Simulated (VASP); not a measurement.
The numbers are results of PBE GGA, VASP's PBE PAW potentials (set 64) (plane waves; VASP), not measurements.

VASP input:

**INCAR**
```
SYSTEM = Ni3Fe
PREC = Accurate; ENCUT = 400; LREAL = .FALSE.
LASPH = .TRUE.
EDIFF = 1E-6; NELM = 100; ALGO = Normal
LMAXMIX = 4
ISMEAR = 1; SIGMA = 0.1
GGA = PE
MAGMOM = 3.0 0.7 0.7 0.7
ISPIN = 2
ISIF = 2
LWAVE = .FALSE.; LCHARG = .FALSE.; LORBIT = 10
```

### POSCAR
```
Ni3Fe
1.0
  3.6210000000   0.0000000000   0.0000000000
  0.0000000000   3.6210000000   0.0000000000
  0.0000000000   0.0000000000   3.6210000000
Fe Ni
1 3
direct
  0.0000000000   0.0000000000   0.0000000000
  0.0000000000   0.5000000000   0.5000000000
  0.5000000000   0.0000000000   0.5000000000
  0.5000000000   0.5000000000   0.0000000000
```

### KPOINTS
```
Automatic mesh
0
Gamma
8 8 8
0 0 0
```

POTCAR, in this order: Fe Ni (PBE.64 set). Program: vasp_std.

The resulting files:

### OUTCAR
```
 ion  position               nearest neighbor table
   1  0.000  0.000  0.000-   2 2.56   3 2.56   4 2.56   2 2.56   3 2.56   2 2.56   4 2.56   2 2.56
                             3 2.56   4 2.56   3 2.56   4 2.56
   2  0.000  0.500  0.500-   1 2.56   3 2.56   4 2.56   1 2.56   4 2.56   1 2.56   3 2.56   1 2.56
                             3 2.56   4 2.56   4 2.56   3 2.56
   3  0.500  0.000  0.500-   1 2.56   2 2.56   4 2.56   1 2.56   4 2.56   2 2.56   4 2.56   4 2.56
                             1 2.56   2 2.56   1 2.56   2 2.56
   4  0.500  0.500  0.000-   1 2.56   2 2.56   3 2.56   2 2.56   3 2.56   1 2.56   3 2.56   3 2.56
                             1 2.56   2 2.56   2 2.56   1 2.56
  LATTYP: Found a simple cubic cell.
 ALAT       =     3.6210000000
 Subroutine PRICEL returns:
 Original cell was already a primitive cell.
 Subroutine GETGRP returns: Found 48 space group operations
The static configuration has the point symmetry O_h .
The dynamic configuration has the point symmetry O_h .
The overall configuration has the point symmetry O_h .
 Subroutine INISYM returns: Found 48 space group operations
 Subroutine IBZKPT returns following result:
 Found     35 irreducible k-points:

 Following reciprocal coordinates:
            Coordinates               Weight
  0.000000  0.000000  0.000000      1.000000
  0.125000  0.000000  0.000000      6.000000
...
```

**OSZICAR**
```
       N       E                     dE             d eps       ncg     rms          rms(c)
DAV:   1     0.214686936580E+03    0.21469E+03   -0.14623E+04  3752   0.166E+03
DAV:   2    -0.172107902766E+02   -0.23190E+03   -0.22305E+03  3658   0.329E+02
DAV:   3    -0.289203951577E+02   -0.11710E+02   -0.11091E+02  3812   0.102E+02
DAV:   4    -0.290827637711E+02   -0.16237E+00   -0.16181E+00  3904   0.123E+01
DAV:   5    -0.290873008556E+02   -0.45371E-02   -0.45362E-02  4914   0.168E+00    0.196E+01
DAV:   6    -0.269304847056E+02    0.21568E+01   -0.41728E+01  3920   0.103E+02    0.259E+01
DAV:   7    -0.300866248958E+02   -0.31561E+01   -0.25349E+01  4438   0.123E+02    0.284E+01
DAV:   8    -0.246885955023E+02    0.53980E+01   -0.17068E+01  4520   0.545E+01    0.675E+00
DAV:   9    -0.249171791226E+02   -0.22858E+00   -0.81300E-01  4220   0.114E+01    0.361E+00
DAV:  10    -0.248932333543E+02    0.23946E-01   -0.17096E-01  4902   0.984E+00    0.164E+00
DAV:  11    -0.248916567417E+02    0.15766E-02   -0.58477E-02  5536   0.313E+00    0.140E+00
DAV:  12    -0.248945269509E+02   -0.28702E-02   -0.92083E-03  4150   0.238E+00    0.438E-01
DAV:  13    -0.248948379205E+02   -0.31097E-03   -0.32695E-03  5302   0.962E-01    0.867E-02
DAV:  14    -0.248949444420E+02   -0.10652E-03   -0.51688E-04  5392   0.300E-01    0.139E-01
DAV:  15    -0.248948887617E+02    0.55680E-04   -0.15181E-04  4640   0.314E-01    0.235E-02
DAV:  16    -0.248948915774E+02   -0.28157E-05   -0.17682E-05  5258   0.901E-02    0.370E-02
DAV:  17    -0.248948914335E+02    0.14390E-06   -0.35689E-06  3026   0.515E-02
   1 F= -.24894891E+02 E0= -.24894277E+02  d E =-.184405E-02  mag=     4.9928
```

### OUTCAR
```
------------------------ aborting loop because EDIFF is reached ----------------------------------------
  FORCE on cell =-STRESS in cart. coord.  units (eV):
  Direction    XX          YY          ZZ          XY          YZ          ZX
  --------------------------------------------------------------------------------------
  Total       -3.2172547     -3.2172547     -3.2172547      0.0000000      0.0000000      0.0000000
  in kB     -108.5701552   -108.5701552   -108.5701552      0.0000000      0.0000000      0.0000000
  external PRESSURE =    -108.5701552 kB  Pullay stress =       0.0000000 kB
  volume of cell :       47.48
      direct lattice vectors                 reciprocal lattice vectors
     3.621000000  0.000000000  0.000000000     0.276166805  0.000000000  0.000000000
     0.000000000  3.621000000  0.000000000     0.000000000  0.276166805  0.000000000
     0.000000000  0.000000000  3.621000000     0.000000000  0.000000000  0.276166805
 POSITION                                       TOTAL-FORCE (eV/Angst)
 -----------------------------------------------------------------------------------
      0.00000      0.00000      0.00000         0.000000      0.000000      0.000000
      0.00000      1.81050      1.81050         0.000000      0.000000      0.000000
      1.81050      0.00000      1.81050         0.000000      0.000000      0.000000
      1.81050      1.81050      0.00000         0.000000      0.000000      0.000000
 -----------------------------------------------------------------------------------
    total drift:                                0.000000     -0.000000     -0.000000
  FREE ENERGIE OF THE ION-ELECTRON SYSTEM (eV)
  ---------------------------------------------------
  free  energy   TOTEN  =       -24.8948914335 eV

  energy  without entropy=      -24.8930473806  energy(sigma->0) =      -24.89427675

 total charge

# of ion       s       p       d       tot
------------------------------------------
    1        0.451   0.453   6.061   6.965
    2        0.479   0.456   8.292   9.227
    3        0.479   0.456   8.292   9.227
    4        0.479   0.456   8.292   9.227
--------------------------------------------------
tot          1.888   1.823  30.936  34.647

 magnetization (x)

# of ion       s       p       d       tot
------------------------------------------
    1        0.014  -0.000   2.984   2.998
    2       -0.015  -0.043   0.742   0.685
    3       -0.015  -0.043   0.742   0.685
    4       -0.015  -0.043   0.742   0.685
--------------------------------------------------
tot         -0.030  -0.129   5.210   5.051
```
(Selected blocks of OUTCAR.)

The compound is Ni3Fe in the L1_2 structure. The cell was not relaxed at this level.
